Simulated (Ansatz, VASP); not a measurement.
**Tl3BrO in VASP and in Ansatz**

INCAR

```
SYSTEM = Tl3BrO
PREC     = Accurate       ! precision mode
ENCUT    = 520            ! plane-wave cutoff, eV
EDIFF    = 1E-6           ! SCF threshold, eV
ISMEAR   = 0              ! smearing method
SIGMA    = 0.05           ! smearing width, eV
LREAL    = .False.        ! projectors in reciprocal space
LASPH    = .True.         ! aspherical terms in the spheres
NELM     = 100            ! most SCF steps
ALGO     = Normal         ! electronic algorithm
ISIF     = 2              ! what is computed and relaxed
LWAVE    = .False.        ! write WAVECAR
LCHARG   = .False.        ! write CHGCAR
GGA      = PE             ! functional
NBANDS   = 34             ! bands
```

The input KPOINTS:

```
regular mesh
0
Gamma
  4 4 4
  0 0 0
```

Contents of POSCAR:

```
Tl3BrO
1.0
    5.8000000000      0.0000000000      0.0000000000
    0.0000000000      5.8000000000      0.0000000000
    0.0000000000      0.0000000000      5.8000000000
Br O Tl
1 1 3
Direct
    0.0000000000      0.0000000000      0.0000000000
    0.5000000000      0.5000000000      0.5000000000
    0.5000000000      0.5000000000      0.0000000000
    0.5000000000      0.0000000000      0.5000000000
    0.0000000000      0.5000000000      0.5000000000
```

Input for Ansatz:

```yaml
crystal:
  lattice:
    - [5.8, 0.0, 0.0]
    - [0.0, 5.8, 0.0]
    - [0.0, 0.0, 5.8]
  atoms:
    - { symbol: Br, position: [0.0, 0.0, 0.0] }
    - { symbol: O, position: [0.5, 0.5, 0.5] }
    - { symbol: Tl, position: [0.5, 0.5, 0.0] }
    - { symbol: Tl, position: [0.5, 0.0, 0.5] }
    - { symbol: Tl, position: [0.0, 0.5, 0.5] }
basis:
  ecutwfc: 420
kpoints:
  mp_grid: { grid: [4, 4, 4] }
hamiltonian:
  xc: pbe
scf:
  occupations: { method: gaussian, width: 0.05 }
output:
  forces: true
  stress: true
  eigenvalues: true
```

The cell comes from a database or a generator and needn't be the stable form of this composition.

Alike in both runs: task single point; functional PBE; k mesh 4 × 4 × 4; occupations gaussian, width 0.05 eV; no spin polarisation.

|  | VASP | Ansatz |
| --- | --- | --- |
| version | VASP 6.6.1 | Ansatz 0.2.0 |
| potentials or method | VASP PAW PBE potentials, release 64 (Br, O, Tl_d) | scalar-relativistic, plane waves, PAW |
| plane-wave cutoff (eV) | 520 | 420 |
| valence electrons in the cell | 52 | 52 |

|  | VASP | Ansatz | Ansatz less VASP |
| --- | --- | --- | --- |
| gap on the k mesh at the Fermi level (eV) | 0.06 | 0.06 | +0.002 |
| least direct gap on the mesh (eV) | 0.06 | 0.07 | +0.002 |
| pressure (GPa) | -3.3 | -3.2 | +0.04 |

Caveats: spin-orbit coupling is left out, which as a rule narrows the gap of such compounds by several tenths of an eV. A k mesh can miss the band edges.
